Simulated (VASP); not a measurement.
Input:

```yaml
crystal:
  lattice:
    - [1.69704, -2.93936, 0.00000]
    - [1.69704, 2.93936, 0.00000]
    - [0.00000, 0.00000, 3.86721]
  atoms:
    - { symbol: Pt, position: [0.00000, 0.00000, 0.00000] }
    - { symbol: S, position: [0.33333, 0.66667, 0.30433] }
    - { symbol: S, position: [0.66667, 0.33333, 0.69567] }
```

Method: PBEsol GGA, VASP's PBE PAW potentials (set 64) (plane waves; VASP 6.6.1). Numerical set-up: 500 eV cut-off, 10×10×8 Γ-centred mesh, first-order Methfessel-Paxton smearing of 0.10 eV, potentials Pt S.

Without a dispersion term in the relaxation, distances and binding between the weakly bound layers, chains or molecules are unreliable, and so is what depends on them. Unless said otherwise, spin-orbit coupling is left out, though it shifts the bands of the heavy elements here.

**Question.** What does the run give for the energy per atom (σ→0), pressure, band gap (on the k-mesh) with the smallest direct gap where there is one?

**Answer.** 
The band gap (on the k-mesh) comes out as none (metal, semimetal or under 0.01 eV) and the energy per atom (σ→0) is -506.6 kJ/mol of atoms. The pressure comes out as 450.4 kbar.

Only differences to runs with the same potentials and settings are physical.

The compound is PtS2 in the 1T layered structure. It was relaxed first under an external pressure of 45 GPa.
